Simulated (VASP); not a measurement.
Write the native input for VASP 6.6.1 that does the following.

| Property | Result |
| --- | --- |
| Task | single point |
| Functional | PBE |
| Potentials or basis | VASP PAW PBE potentials, release 64 (Y_sv, Hf_pv, O) |
| Cutoff | 520 eV |
| k mesh | 3 × 3 × 3 |
| Occupations | fermi-dirac, width 0.01 eV |
| Spin | collinear spin, typed start |
| Starting moments | [1.0, 0.0, 0.0, 0.0, 0.0, 0.0, 0.0, 0.0, 0.0, 0.0, 0.0, 0.0, 0.0, 0.0, 0.0, 0.0, 0.0, 0.0, 0.0, 0.0, 0.0, 0.0, 0.0, 0.0] μB |
| Dipole correction | no |
| Further INCAR settings | LREAL = Auto; ALGO = Normal; EDIFF = 1e-06; NBANDS = 110 |

The structure of YHf7O16 (a cell with a defect) lies in POSCAR:

```
YHf7O16
1.0
    0.0000000000      5.1150000000      5.1150000000
    5.1150000000      0.0000000000      5.1150000000
    5.1150000000      5.1150000000      0.0000000000
Y Hf O
1 7 16
Direct
    0.0000000000      0.0000000000      0.0000000000
    0.0000000000      0.0000000000      0.5000000000
    0.0000000000      0.5000000000      0.0000000000
    0.0000000000      0.5000000000      0.5000000000
    0.5000000000      0.0000000000      0.0000000000
    0.5000000000      0.0000000000      0.5000000000
    0.5000000000      0.5000000000      0.0000000000
    0.5000000000      0.5000000000      0.5000000000
    0.1303368777      0.1303368777      0.1303368777
    0.1303368777      0.1303368777      0.6089893670
    0.1303368777      0.6089893670      0.1303368777
    0.1300757503      0.6233080832      0.6233080832
    0.6089893670      0.1303368777      0.1303368777
    0.6233080832      0.1300757503      0.6233080832
    0.6233080832      0.6233080832      0.1300757503
    0.6233080832      0.6233080832      0.6233080832
    0.3766919168      0.3766919168      0.3766919168
    0.3766919168      0.3766919168      0.8699242497
    0.3766919168      0.8699242497      0.3766919168
    0.3910106330      0.8696631223      0.8696631223
    0.8699242497      0.3766919168      0.3766919168
    0.8696631223      0.3910106330      0.8696631223
    0.8696631223      0.8696631223      0.3910106330
    0.8696631223      0.8696631223      0.8696631223
```

These files were run (other wordings do the same):

INCAR

```
SYSTEM = YHf7O16
ALGO = Normal
EDIFF = 1E-6
ENCUT = 520
GGA = PE
ISIF = 2
ISMEAR = -1
ISPIN = 2
LASPH = .TRUE.
LCHARG = .FALSE.
LMAXMIX = 4
LORBIT = 11
LREAL = Auto
LWAVE = .FALSE.
MAGMOM = 1 0 0 0 0 0 0 0 0 0 0 0 0 0 0 0 0 0 0 0 0 0 0 0
NBANDS = 110
NELM = 150
PREC = Accurate
SIGMA = 0.01
```

KPOINTS

```
k-points
0
G
  3 3 3
  0 0 0
```

Potentials or basis: VASP PAW PBE potentials, release 64 (Y_sv, Hf_pv, O).

Command:

```console
$ cat potpaw_PBE.64/Y_sv/POTCAR potpaw_PBE.64/Hf_pv/POTCAR potpaw_PBE.64/O/POTCAR > POTCAR
$ mpirun -np 1 vasp_std > vasp.out
```

Results of the run:

```yaml
Pressure: -0.4 GPa
Largest_force: 0.095 eV/Å
Band_gap_on_the_k_mesh: none (metal or under the smearing width)
Net_moment: 0.00 μB per cell
Valence_electrons_inside_the_program's_atomic_spheres: Y 9.92; Hf 8.20, 8.29; O 5.09
```

Run time: 5.6 min on 1 thread of Intel(R) Xeon(R) 6975P-C (Granite Rapids), on a shared host, peak memory 0.6 GiB.
